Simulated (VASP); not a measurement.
# TmCoC2 (space group Amm2): computed properties

Computed with PBEsol GGA, VASP's PBE PAW potentials (set 64) (plane waves; VASP).

```yaml
space_group: Amm2 (38)
cell: a = 3.4346 Å, b = 4.4529 Å, c = 5.8748 Å, α = β = γ = 90.00°
volume_per_atom: 11.23 Å^3/atom
band gap (over mesh and band path): none (metal, semimetal or under 0.01 eV)
band_gap_with_spin_orbit_coupling: none (metallic)
density: 9.31 g/cm³
```

```cif
data_C2CoTm
_chemical_formula_sum 'Tm1 Co1 C2'
_space_group_name_H-M_alt 'P 1'
_space_group_IT_number 1
_cell_length_a 3.43464
_cell_length_b 3.68583
_cell_length_c 3.68583
_cell_angle_alpha 74.321
_cell_angle_beta 90.000
_cell_angle_gamma 90.000
loop_
_space_group_symop_operation_xyz
  'x, y, z'
loop_
_atom_site_label
_atom_site_type_symbol
_atom_site_fract_x
_atom_site_fract_y
_atom_site_fract_z
_atom_site_occupancy
Tm1 Tm 0.00000 0.99333 0.99333 1
Co1 Co 0.50000 0.60937 0.60937 1
C1 C 0.50000 0.14341 0.45370 1
C2 C 0.50000 0.45370 0.14341 1
```

The 4f electrons are frozen in the core of the lanthanide potential, so 4f levels, which can set the real gap, and their magnetism are missing.

The structure comes from a computed database's TmCoC2 entry (Amm2); how it stands against other phases isn't given here. It was relaxed first. Symmetry was kept, so distortions that lower it aren't found. The run is not spin-polarised, so no magnetic state was tried.
